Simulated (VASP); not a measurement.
# CdIr (P6/mmm) in VASP: settings compared

Aim: see how the results for CdIr move with the level of theory and the settings. Levels: r2SCAN, SCAN, r2SCAN+rVV10. Tasks: relaxation of cell and atoms.

Everything below comes from runs of VASP 6.6.1. Logs are shortened: lines on timing, memory, paths and dates and some standing lists are left out, and cuts for length are marked.

## 1. Starting point

Symmetry: P6/mmm, No. 191, hexagonal system. The conventional cell has a = 3.285 Å, b = 3.285 Å, c = 4.448 Å, α = 90.00°, β = 90.00°, γ = 120.00°. Cd (site symmetry 6/mmm) is surrounded by 2 Ir at 2.22 Å. Ir (site symmetry 6/mmm) is surrounded by 2 Cd at 2.22 Å.

The cell was built by a generator and needn't be a form met in nature.

## 2. Relaxation of cell and atoms, r2SCAN

The input, INCAR:

```
SYSTEM = CdIr
ALGO     = Normal         ! electronic algorithm
EDIFF    = 1E-6           ! SCF threshold, eV
EDIFFG   = -0.01          ! ionic threshold
ENCUT    = 600            ! plane-wave cutoff, eV
IBRION   = 2              ! ionic algorithm
ISIF     = 3              ! what is computed and relaxed
ISMEAR   = 1              ! smearing method
LASPH    = .TRUE.         ! aspherical terms in the spheres
LCHARG   = .FALSE.        ! write CHGCAR
LMIXTAU  = .TRUE.       
LREAL    = .FALSE.        ! projectors in reciprocal space
LWAVE    = .FALSE.        ! write WAVECAR
METAGGA  = R2SCAN         ! meta-GGA
NELM     = 100            ! most SCF steps
NSW      = 60             ! ionic steps
PREC     = Accurate       ! precision mode
SIGMA    = 0.1            ! smearing width, eV
```

The input, KPOINTS:

```
k-points
0
G
  9 9 6
  0 0 0
```

The input, POSCAR:

```
CdIr
1.0
    3.2853797500      0.0000000000      0.0000000000
   -1.6426898800      2.8452223300      0.0000000000
    0.0000000000      0.0000000000      4.4478366900
Cd Ir
1 1
Direct
    0.0000000000      0.0000000000      0.0000000000
    0.0000000000      0.0000000000      0.5000000000
```

Potentials or basis: VASP PAW PBE potentials, release 64 (Cd, Ir).

On the command line:

```sh
> cat potpaw_PBE.64/Cd/POTCAR potpaw_PBE.64/Ir/POTCAR > POTCAR
> mpirun -np 1 vasp_std > vasp.out
```

OUTCAR:

```text
SYSTEM = CdIr
   EDIFF = 1E-6
   EDIFFG = -0.01
   ENCUT = 600
   IBRION = 2
   ISIF = 3
   ISMEAR = 1
   LASPH = .TRUE.
   LREAL = .FALSE.
   METAGGA = R2SCAN
   NELM = 100
   NSW = 60
   PREC = Accurate

 ion  position               nearest neighbor table
   1  0.000  0.000  0.000-   2 2.22   2 2.22
   2  0.000  0.000  0.500-   1 2.22   1 2.22

  LATTYP: Found a hexagonal cell.
 ALAT       =     3.2853797500
 C/A-ratio  =     1.3538272676

  Lattice vectors:

 A1 = (   3.2853797500,   0.0000000000,   0.0000000000)
 A2 = (  -1.6426898800,   2.8452223300,   0.0000000000)
 A3 = (   0.0000000000,   0.0000000000,   4.4478366900)

Analysis of symmetry for initial positions (statically):
=====================================================================
 Subroutine PRICEL returns:
 Original cell was already a primitive cell.

 Routine SETGRP: Setting up the symmetry group for a
 hexagonal supercell.

 Subroutine GETGRP returns: Found 24 space group operations
 (whereof 24 operations were pure point group operations)
 out of a pool of 24 trial point group operations.

The static configuration has the point symmetry D_6h.

Analysis of symmetry for dynamics (positions and initial velocities):
=====================================================================
 Subroutine PRICEL returns:
 Original cell was already a primitive cell.

 Routine SETGRP: Setting up the symmetry group for a
 hexagonal supercell.

 Subroutine GETGRP returns: Found 24 space group operations
 (whereof 24 operations were pure point group operations)
 out of a pool of 24 trial point group operations.

The dynamic configuration has the point symmetry D_6h.

 Subroutine INISYM returns: Found 24 space group operations
 (whereof 24 operations are pure point group operations),
 and found     1 'primitive' translations

----------------------------------------------------------------------------------------

                                     Primitive cell

  volume of cell :      41.5768

  direct lattice vectors                    reciprocal lattice vectors
     3.285379750  0.000000000  0.000000000     0.304378816  0.175733192  0.000000000
    -1.642689880  2.845222330  0.000000000     0.000000000  0.351466383  0.000000000
     0.000000000  0.000000000  4.447836690     0.000000000  0.000000000  0.224828399

  length of vectors
     3.285379750  3.285379757  4.447836690     0.351466383  0.351466383  0.224828399

  position of ions in fractional coordinates (direct lattice)
     0.000000000  0.000000000  0.000000000
     0.000000000  0.000000000  0.500000000

  ion indices of the primitive-cell ions
   primitive index   ion index
                 1           1
                 2           2

----------------------------------------------------------------------------------------

 KPOINTS: k-points

Automatic generation of k-mesh.
 Grid dimensions read from file:
 generate k-points for:    9    9    6

 Generating k-lattice:

  Cartesian coordinates                     Fractional coordinates (reciprocal lattice)
     0.033819868  0.019525910  0.000000000     0.111111111 -0.000000000  0.000000000
     0.000000000  0.039051820  0.000000000     0.000000000  0.111111111  0.000000000
     0.000000000  0.000000000  0.037471400     0.000000000  0.000000000  0.166666667

  Length of vectors
     0.039051820  0.039051820  0.037471400

  Shift w.r.t. Gamma in fractional coordinates (k-lattice)
     0.000000000  0.000000000  0.000000000

 Subroutine IBZKPT returns following result:
 ===========================================

 Found     48 irreducible k-points:

 Following reciprocal coordinates:
            Coordinates               Weight
  0.000000  0.000000  0.000000      1.000000
  0.111111 -0.000000  0.000000      6.000000
  0.222222  0.000000  0.000000      6.000000
  0.333333 -0.000000  0.000000      6.000000
  0.444444  0.000000  0.000000      6.000000
  0.111111  0.111111  0.000000      6.000000
[... 16 lines left out ...]
  0.333333  0.222222  0.166667     24.000000
  0.333333  0.333333  0.166667      4.000000
 [... further k-points ...]
   k-points           NKPTS =     48   k-points in BZ     NKDIM =     48   number of bands    NBANDS=     14
   number of dos      NEDOS =    301   number of ions     NIONS =      2
   total plane-waves  NPLWV =  28224
   dimension x,y,z NGX =    28 NGY =   28 NGZ =   36
   dimension x,y,z NGXF=    56 NGYF=   56 NGZF=   72
   ions per type =               1   1
   NGX,Y,Z   is equivalent  to a cutoff of  14.17, 14.17, 13.46 a.u.
   NGXF,Y,Z  is equivalent  to a cutoff of  28.34, 28.34, 26.91 a.u.
 SYSTEM =  CdIr
   PREC   = accura    normal or accurate (medium, high low for compatibility)
   ISTART =      0    job   : 0-new  1-cont  2-samecut
   ICHARG =      2    charge: 1-file 2-atom 10-const
   ISPIN  =      1    spin polarized calculation?
   LNONCOLLINEAR =      F non collinear calculations
   LSORBIT =      F    spin-orbit coupling
[... 17 lines left out ...]
   EFERMI =   0.00;   METHOD = LEGACY
   ISMEAR =     1;   SIGMA  =   0.10  broadening in eV -4-tet -1-fermi 0-gaus
   EFERMI_NEDOS =   21; number of points for ismear=-14 and -15
   IALGO  =     38    algorithm
   IMIX   =      4    mixing-type and parameters
     AMIX     =   0.40;   BMIX     =  1.00
     AMIX_MAG =   1.60;   BMIX_MAG =  1.00
  volume/ion in A,a.u.               =      20.79       140.29
  Fermi-wavevector in a.u.,A,eV,Ry     =   1.303760  2.463750 23.127056  1.699791
  Thomas-Fermi vector in A             =   2.434741
   LORBIT       =      0    0 simple, 1 ext, 2 COOP (PROOUT), +10 PAW based schemes
   METAGGA = R2SCAN    functional components
   LHFCALC =     F    Hartree Fock is set to
   AEXX    =    0.0000 exact exchange contribution
   IVDW    =     0    specifies the selected vdW correction
   LEPSILON=     F    determine dielectric tensor
   LRPA    =     F    only Hartree local field effects (RPA)
 conjugate gradient relaxation of ions
 non-spin polarized calculation
 Methfessel and Paxton  Order N= 1 SIGMA  =   0.10
  energy-cutoff  :      600.00
  volume of cell :       41.58
 maximum number of plane-waves:      1416
 NGX is ok and might be reduce to    28

--------------------------------------- Ionic step        1  -------------------------------------------

 number of electron      21.0000006 magnetization

 Free energy of the ion-electron system (eV)
  ---------------------------------------------------
  ext. energy  EPLUGINS =         0.00000000
  ---------------------------------------------------
  free energy    TOTEN  =       -67.49166972 eV

  energy without entropy =      -67.48744189  energy(sigma->0) =      -67.49026044

------------------------ aborting loop because EDIFF is reached ----------------------------------------

  FORCE on cell =-STRESS in cart. coord.  units (eV):
  Direction    XX          YY          ZZ          XY          YZ          ZX
  --------------------------------------------------------------------------------------
  -------------------------------------------------------------------------------------
  Total       -6.0566192     -6.0566193     33.0677393      0.0000000      0.0000000      0.0000000
  in kB     -233.3942956   -233.3942965   1274.2788368      0.0000004      0.0000000      0.0000000
  external PRESSURE =     269.1634149 kB  Pullay stress =       0.0000000 kB
[... 89 lines left out ...]
  FREE ENERGIE OF THE ION-ELECTRON SYSTEM (eV)
  ---------------------------------------------------
  free  energy   TOTEN  =       -70.0527271903 eV

  energy  without entropy=      -70.0500748759  energy(sigma->0) =      -70.05184309

 E-fermi :   2.4577     XC(G=0): -11.5070

 val. band max:        2.4566514133   @ k =   0.1111  -0.0000   0.0000
 cond. band min:       2.4698759422   @ k =   0.0000   0.0000   0.1667
 fundamental gap:      0.0132245289
 Fermi energy:         2.4576844786

 k-point     1 :       0.0000    0.0000    0.0000
  band No.  band energies     occupation
      1      -6.9141      2.00000
      2      -6.4749      2.00000
      3      -6.4749      2.00000
      4      -5.9825      2.00000
      5      -5.9825      2.00000
      6      -4.8547      2.00000
      7      -1.3443      2.00000
      8       1.1573      2.00000
      9       1.1573      2.00000
     10       2.0953      2.00000
     11       2.5037      0.30568
     12       2.5037      0.30568
     13       4.6286      0.00000
     14      17.5051      0.00000
[... 379 lines left out ...]
      3      -6.3549      2.00000
      4      -6.2962      2.00000
      5      -6.2962      2.00000
      6       0.6807      2.00000
      7       0.8029      2.00000
      8       0.8029      2.00000
      9       1.0687      2.00000
     10       1.0687      2.00000
     11       4.7608      0.00000
     12       5.2071      0.00000
     13       5.2071      0.00000
     14       6.8319      0.00000

 [... further k-points ...]

[... ionic steps 4 to 11 ...]

--------------------------------------- Ionic step       12  -------------------------------------------

 number of electron      21.0000002 magnetization

------------------------ aborting loop because EDIFF is reached ----------------------------------------
[... 67 lines left out ...]
--------------------------------------- Ionic step       14  -------------------------------------------

 number of electron      21.0000002 magnetization

 Free energy of the ion-electron system (eV)
  ---------------------------------------------------
  ext. energy  EPLUGINS =         0.00000000
  ---------------------------------------------------
  free energy    TOTEN  =       -71.41695090 eV

  energy without entropy =      -71.41308363  energy(sigma->0) =      -71.41566181

 E-fermi :   5.1160     XC(G=0): -13.1858

 val. band max:        5.1105689287   @ k =   0.1111  -0.0000   0.1667
 cond. band min:       5.1349854814   @ k =   0.2222   0.0000   0.1667
 fundamental gap:      0.0244165528
 Fermi energy:         5.1160297706

 k-point     1 :       0.0000    0.0000    0.0000
  band No.  band energies     occupation
      1      -5.8654      2.00000
      2      -4.9097      2.00000
      3      -4.9097      2.00000
      4      -4.2888      2.00000
      5      -3.7255      2.00000
      6      -3.7255      2.00000
      7      -1.1989      2.00000
      8       2.7858      2.00000
      9       2.7858      2.00000
     10       2.8902      2.00000
     11       5.5063     -0.00000
     12       5.5063     -0.00000
     13       6.1310     -0.00000
     14      17.8052      0.00000
[... 420 lines left out ...]
  FREE ENERGIE OF THE ION-ELECTRON SYSTEM (eV)
  ---------------------------------------------------
  free  energy   TOTEN  =       -71.4169509012 eV

  energy  without entropy=      -71.4130836273  energy(sigma->0) =      -71.41566181

 reached required accuracy - stopping structural energy minimisation
```

It took 14 min on 1 thread of Intel Xeon Platinum 8559C (Emerald Rapids), shared host; peak memory 0.21 GiB.

What came out:

```yaml
Free_energy: -71.4170 eV
Relaxed_volume: 17.87 Å³/atom
Relaxed_cell: a = 2.745 Å, b = 2.745 Å, c = 5.480 Å, α = 90.00°, β = 90.00°, γ = 120.00°
Space_group_after_relaxing_to_0.05_Å: P6/mmm (No. 191)
Energy_gained_by_relaxing: 1962.6 meV/atom
Ionic_steps: 14
Pressure_after_relaxing: 0.0 GPa
Band_gap_on_the_k_mesh: none (metal or under the smearing width)
```

Step by step:
```csv
step,energy change (eV),largest force (eV/Å),pressure (GPa),volume (Å³)
1,0.0000,0.0000,26.92,41.58
2,-2.4411,0.0000,-18.96,54.50
3,-2.5611,0.0000,-22.63,49.19
4,-2.6042,0.0000,-22.43,48.68
5,-2.5886,0.0000,-14.03,45.47
6,-2.6959,0.0000,-20.69,47.38
7,-2.6784,0.0000,-17.16,46.18
8,-2.7033,0.0000,-19.03,46.72
9,-3.8213,0.0000,13.24,33.64
10,-3.9245,0.0000,-0.59,35.84
11,-3.9250,0.0000,0.45,35.63
12,-3.9251,0.0000,-0.51,35.85
13,-3.9252,0.0000,-0.07,35.75
14,-3.9253,0.0000,-0.02,35.75
```

Final structure:
```xyz
2
Lattice="2.7446 0.0000 0.0000 -1.3723 2.3769 0.0000 0.0000 0.0000 5.4797" Properties=species:S:1:pos:R:3 pbc="T T T"
Cd    0.0000    0.0000    5.4797
Ir    0.0000    0.0000    2.7399
```

Levels at points of the mesh, in eV from the Fermi level:
| k point | band 7 | band 8 | band 9 | band 10 | band 11 | band 12 | band 13 | band 14 |
| --- | --- | --- | --- | --- | --- | --- | --- | --- |
| (0.00, 0.00, 0.00) | -6.31 | -2.33 | -2.33 | -2.23 | 0.39 | 0.39 | 1.01 | 12.69 |
| (0.00, 0.00, 0.50) | -7.71 | -4.17 | -2.33 | -2.33 | 0.32 | 0.32 | 5.89 | 7.42 |

Caveat: the PAW data sets were made with another functional, which shifts forces and pressure a little.

## 3. Relaxation of cell and atoms, SCAN

The input, INCAR:

```
SYSTEM = CdIr
PREC     = Accurate       ! precision mode
ENCUT    = 600            ! plane-wave cutoff, eV
EDIFF    = 1E-6           ! SCF threshold, eV
ISMEAR   = 1              ! smearing method
SIGMA    = 0.1            ! smearing width, eV
LREAL    = .False.        ! projectors in reciprocal space
LASPH    = .True.         ! aspherical terms in the spheres
NELM     = 60             ! most SCF steps
ALGO     = Normal         ! electronic algorithm
ISIF     = 3              ! what is computed and relaxed
LWAVE    = .False.        ! write WAVECAR
LCHARG   = .False.        ! write CHGCAR
METAGGA  = SCAN           ! meta-GGA
LMIXTAU  = .True.       
IBRION   = 2              ! ionic algorithm
NSW      = 60             ! ionic steps
EDIFFG   = -0.02          ! ionic threshold
```

The input, KPOINTS:

```
Automatic mesh
0
Gamma
  9 9 6
  0 0 0
```

POSCAR is that of step 2.

Potentials or basis: VASP PAW PBE potentials, release 64 (Cd, Ir).

On the command line:

```sh
> cat potpaw_PBE.64/Cd/POTCAR potpaw_PBE.64/Ir/POTCAR > POTCAR
> mpirun -np 1 vasp_std > vasp.out
```

Run time: 21 min. Hardware: 1 thread of Intel Xeon Platinum 8559C (Emerald Rapids), shared host; peak memory 0.22 GiB.

It converged, with:

```yaml
Free_energy: -100.4921 eV
Relaxed_volume: 17.29 Å³/atom
Relaxed_cell: a = 2.703 Å, b = 2.703 Å, c = 5.467 Å, α = 90.00°, β = 90.00°, γ = 120.00°
Space_group_after_relaxing_to_0.05_Å: P6/mmm (No. 191)
Energy_gained_by_relaxing: 2026.5 meV/atom
Ionic_steps: 15
Pressure_after_relaxing: 0.0 GPa
Band_gap_on_the_k_mesh: none (metal or under the smearing width)
```

The path:
```csv
step,energy change (eV),largest force (eV/Å),pressure (GPa),volume (Å³)
1,0.0000,0.0000,23.89,41.58
2,-2.7568,0.0000,-19.28,52.11
3,-2.5214,0.0000,-24.68,48.24
4,-2.5515,0.0000,-24.48,47.84
5,-2.4983,0.0000,-16.07,45.07
6,-2.6199,0.0000,-22.72,46.77
7,-2.5948,0.0000,-19.35,45.74
8,-2.6202,0.0000,-21.03,46.19
9,-3.8833,0.0000,18.73,32.13
10,-4.0515,0.0000,-1.35,34.81
11,-4.0528,0.0000,-0.17,34.60
12,-4.0521,0.0000,1.10,34.38
13,-4.0518,0.0000,-1.48,34.87
14,-4.0530,0.0000,-0.19,34.62
15,-4.0529,0.0000,0.00,34.58
```

Final structure:
```cif
data_structure
_symmetry_space_group_name_H-M 'P 1'
_symmetry_Int_Tables_number 1
_cell_length_a 2.7028
_cell_length_b 2.7028
_cell_length_c 5.4666
_cell_angle_alpha 90.000
_cell_angle_beta 90.000
_cell_angle_gamma 120.000
_cell_volume 34.58
loop_
_atom_site_label
_atom_site_type_symbol
_atom_site_fract_x
_atom_site_fract_y
_atom_site_fract_z
_atom_site_occupancy
Cd1 Cd 0.00000 0.00000 0.00000 1
Ir1 Ir 0.00000 0.00000 0.50000 1
```

Levels at points of the mesh, in eV from the Fermi level:
| k point | band 6 | band 7 | band 8 | band 9 | band 10 | band 11 | band 12 | band 13 | band 14 |
| --- | --- | --- | --- | --- | --- | --- | --- | --- | --- |
| (0.00, 0.00, 0.00) | -8.88 | -7.08 | -2.66 | -2.66 | -2.61 | 0.46 | 0.46 | 0.84 | 12.27 |
| (0.00, 0.00, 0.50) | -8.87 | -8.02 | -4.55 | -2.66 | -2.66 | 0.39 | 0.39 | 5.55 | 7.27 |

Caveat: the volume moved by over 15 % at a fixed basis, so the end points are rough; the PAW data sets were made with another functional, which shifts forces and pressure a little. Spin-orbit coupling is left out, which matters for the levels of Ir.

## 4. Relaxation of cell and atoms, r2SCAN+rVV10

The input, INCAR:

```
  PREC = Accurate
  ENCUT = 600
  EDIFF = 1E-6
  ISMEAR = 1
  SIGMA = 0.1
  LREAL = F
  LASPH = T
  NELM = 60
  ALGO = Normal
  ISIF = 3
  LWAVE = F
  LCHARG = F
  METAGGA = R2SCAN
  LMIXTAU = T
  LUSE_VDW = T
  IVDW_NL = 2
  BPARAM = 11.95
  CPARAM = 0.0093
  IBRION = 2
  NSW = 60
  EDIFFG = -0.02
```

The input, KPOINTS:

```
regular mesh
0
Gamma
  9 9 6
```

POSCAR is that of step 3.

On the command line:

```sh
> cat potpaw_PBE.64/Cd/POTCAR potpaw_PBE.64/Ir/POTCAR > POTCAR
> mpirun -np 1 vasp_std > vasp.out
```

Run time: 26 min. Hardware: 1 thread of Intel Xeon Platinum 8559C (Emerald Rapids), shared host; peak memory 0.33 GiB.

The run converged. Its results:

```
Free energy                            : -70.9077 eV
Relaxed volume                         : 17.70 Å³/atom
Relaxed cell                           : a = 2.737 Å, b = 2.737 Å, c = 5.454 Å, α = 90.00°, β = 90.00°, γ = 120.00°
Space group after relaxing (to 0.05 Å) : P6/mmm (No. 191)
Energy gained by relaxing              : 2000.1 meV/atom
Ionic steps                            : 15
Pressure after relaxing                : 0.0 GPa
Band gap on the k mesh                 : none (metal or under the smearing width)
```

Step by step:
| step | energy change (eV) | largest force (eV/Å) | pressure (GPa) | volume (Å³) |
| --- | --- | --- | --- | --- |
| 1 | 0.0000 | 0.0000 | 25.58 | 41.58 |
| 2 | -2.5019 | 0.0000 | -18.12 | 53.11 |
| 3 | -2.6004 | 0.0000 | -23.66 | 48.70 |
| 4 | -2.6378 | 0.0000 | -23.51 | 48.26 |
| 5 | -2.6060 | 0.0000 | -15.30 | 45.28 |
| 6 | -2.7203 | 0.0000 | -21.91 | 47.07 |
| 7 | -2.6932 | 0.0000 | -18.19 | 45.89 |
| 8 | -2.7250 | 0.0000 | -20.27 | 46.46 |
| 9 | -3.7922 | 0.0000 | 19.49 | 32.73 |
| 10 | -3.9990 | 0.0000 | -1.36 | 35.68 |
| 11 | -4.0001 | 0.0000 | -0.32 | 35.48 |
| 12 | -3.9994 | 0.0000 | 0.80 | 35.27 |
| 13 | -3.9993 | 0.0000 | -1.21 | 35.64 |
| 14 | -4.0001 | 0.0000 | -0.19 | 35.45 |
| 15 | -4.0003 | 0.0000 | 0.02 | 35.40 |

Final structure:
```
Cd Ir
1.0
     2.73741    0.00000    0.00000
    -1.36871    2.37067    0.00000
     0.00000    0.00000    5.45439
Cd Ir
1 1
Direct
  0.00000 0.00000 0.00000
  0.00000 0.00000 0.50000
```

Levels at points of the mesh, in eV from the Fermi level:
```tsv
k point	band 8	band 9	band 10	band 11	band 12	band 13
(0.00, 0.00, 0.00)	-2.36	-2.36	-2.29	0.40	0.40	1.08
(0.00, 0.00, 0.50)	-4.23	-2.37	-2.37	0.32	0.32	5.94
```

Caveat: the PAW data sets were made with another functional, which shifts forces and pressure a little.

## 5. Overview

```tsv
level	gap on the mesh (eV)	pressure (GPa)	relaxed volume (Å³/atom)
r2SCAN	none	0.0	17.87
SCAN	none	0.0	17.29
r2SCAN+rVV10	none	0.0	17.70
```

Alike in all rows: task relaxation of cell and atoms; potentials or basis VASP PAW PBE potentials, release 64 (Cd, Ir); no spin polarisation; cell relaxed; k mesh 9 × 9 × 6; cutoff (eV) 600; smearing methfessel-paxton 0.1 eV.

Caveats: the PAW data sets were made with another functional, which shifts forces and pressure a little; the volume moved by over 15 % at a fixed basis, so the end points are rough (some runs).

Total energies depend on the potentials used, so only differences within one code and one set of settings carry meaning.
